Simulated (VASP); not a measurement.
An input for Quantum ESPRESSO's pw.x (written as the equivalent of a VASP run, and not itself run):

```
&CONTROL
  calculation = 'vc-relax'
  pseudo_dir = './pseudo'
  outdir = './out'
  tprnfor = .true.
  tstress = .true.
  nstep = 60
  forc_conv_thr = 0.00039
/
&SYSTEM
  ibrav = 0
  nat = 2
  ntyp = 1
  ecutwfc = 78
  occupations = 'smearing'
  smearing = 'gaussian'
  degauss = 0.003675
  input_dft = 'vdw-df-cx'
/
&ELECTRONS
  conv_thr = 7.3e-08
  electron_maxstep = 100
/
&IONS
/
&CELL
/
ATOMIC_SPECIES
  Ge 72.630 Ge.upf
CELL_PARAMETERS angstrom
     0.0000000    2.8290000    2.8290000
     2.8290000    0.0000000    2.8290000
     2.8290000    2.8290000    0.0000000
ATOMIC_POSITIONS crystal
  Ge   0.0000000  0.0000000  0.0000000
  Ge   0.2500000  0.2500000  0.2500000
K_POINTS automatic
  7 7 7 0 0 0
```

**Question.** Translate this input to VASP (INCAR, KPOINTS, POSCAR, choice of POTCAR).

**Answer.** Several could match; the one computed here: 
### POSCAR
```
Ge
1.0
  0.0000000000   2.8290000000   2.8290000000
  2.8290000000   0.0000000000   2.8290000000
  2.8290000000   2.8290000000   0.0000000000
Ge
2
direct
  0.0000000000   0.0000000000   0.0000000000
  0.2500000000   0.2500000000   0.2500000000
```

**KPOINTS**
```
Automatic mesh
0
Gamma
7 7 7
0 0 0
```

INCAR:
```
LUSE_VDW  =  .TRUE.
SYSTEM  =  Ge
NELM  =  100   # most electronic steps
LMAXMIX  =  4
IBRION  =  2   # conjugate gradients
NSW  =  60
EDIFF  =  1E-6
GGA  =  CX
ISIF  =  3   # ions, shape and volume
ENCUT  =  520
AGGAC  =  0.0
PREC  =  Accurate
EDIFFG  =  -0.01   # ionic stop
LREAL  =  .FALSE.
ALGO  =  Normal   # blocked Davidson
ISMEAR  =  0
LCHARG  =  .FALSE.
LASPH  =  .TRUE.   # aspherical one-centre terms
LWAVE  =  .FALSE.
SIGMA  =  0.05
```

POTCAR, in this order: Ge_d (PBE.64 set). Program: vasp_std.

What does not carry over: the potentials are each code's own (VASP's PAW set, PseudoDojo norm-conserving files in pw.x), so ENCUT and ecutwfc are chosen apart and not converted; conv_thr bounds pw.x's estimated SCF error, while EDIFF bounds the energy change between steps; forc_conv_thr acts on force components and is met together with etot_conv_thr.

The compound is Ge in the diamond structure. This run relaxes it. Symmetry was kept, so distortions that lower it aren't found.
